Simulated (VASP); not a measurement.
Consider the following.

```
HfLi2N2
1.0
    3.23571     0.00000     0.00000
   -1.61785     2.80220     0.00000
    0.00000     0.00000     5.42324
Li Hf N
2 1 2
Cartesian
  1.61785   0.93407   2.07480
  0.00000   1.86814   3.34844
 -1.61785   2.80220   0.00000
  1.61785   0.93407   4.22560
  0.00000   1.86814   1.19764
```

Level of theory: r2SCAN meta-GGA with spin-orbit coupling, VASP's PBE PAW potentials (set 64) (plane waves; VASP 6.6.1). Numerical set-up: 520 eV cut-off, 7×7×4 Γ-centred mesh, Gaussian smearing of 0.050 eV, potentials Li_sv Hf_pv N.

### Question
Give the energies of bands 19 to 32 at the high-symmetry points, in eV from the valence-band maximum.

### Answer

| band | Γ | M | K | A | L | H |
|---|---|---|---|---|---|---|
| 19 | -2.91 | -2.75 | -3.32 | -2.84 | -2.90 | -3.36 |
| 20 | -2.91 | -2.75 | -3.32 | -2.84 | -2.90 | -3.36 |
| 21 | -0.45 | -2.63 | -2.31 | -2.06 | -2.77 | -2.45 |
| 22 | -0.45 | -2.63 | -2.31 | -2.06 | -2.77 | -2.45 |
| 23 | -0.08 | -1.46 | -2.27 | -0.27 | -1.00 | -2.11 |
| 24 | -0.08 | -1.46 | -2.27 | -0.27 | -1.00 | -2.11 |
| 25 | 0.00 | -1.23 | -1.42 | -0.20 | -0.81 | -2.11 |
| 26 | 0.00 | -1.23 | -1.42 | -0.20 | -0.81 | -2.11 |
| 27 | 3.84 | 2.42 | 3.86 | 3.79 | 2.27 | 4.59 |
| 28 | 3.84 | 2.42 | 3.86 | 3.79 | 2.27 | 4.59 |
| 29 | 3.89 | 6.21 | 5.41 | 3.80 | 5.14 | 4.97 |
| 30 | 3.89 | 6.21 | 5.41 | 3.80 | 5.14 | 4.97 |
| 31 | 4.48 | 6.67 | 5.66 | 4.93 | 6.37 | 5.22 |
| 32 | 4.48 | 6.67 | 5.66 | 4.93 | 6.37 | 5.22 |

The gap is indirect, 2.27 eV, from the valence maximum at Γ to the conduction minimum at L.

The structure comes from a computed database's Li2HfN2 entry (P-3m1); how it stands against other phases isn't given here. It was relaxed first.
